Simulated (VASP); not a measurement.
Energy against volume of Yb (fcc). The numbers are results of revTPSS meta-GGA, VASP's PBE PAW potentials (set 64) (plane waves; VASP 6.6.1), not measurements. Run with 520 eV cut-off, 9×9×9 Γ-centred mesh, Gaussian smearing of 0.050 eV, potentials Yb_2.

The 4f electrons are frozen in the core of the lanthanide potential, so 4f levels, which can set the real gap, and their magnetism are missing.

```tsv
V (Å³/atom)	E (eV/atom)
36.471	34.22464
37.599	34.22144
38.727	34.22206
39.855	34.22605
```

Question: Fit these four points and predict the energy of the run at 35.343 Å³/atom.

Answer: A cubic in V^(−2/3), the third-order Birch-Murnaghan form, passes through the four points with V0 = 37.96 Å³/atom and B0 = 18 GPa, and gives 34.2322 eV/atom there. The run gave 34.2322 eV/atom, +0.0 meV/atom from the fit; all five points give B0 = 18 GPa.

The compound is Yb in the fcc structure. It was relaxed first, which changed the volume by -8 %.
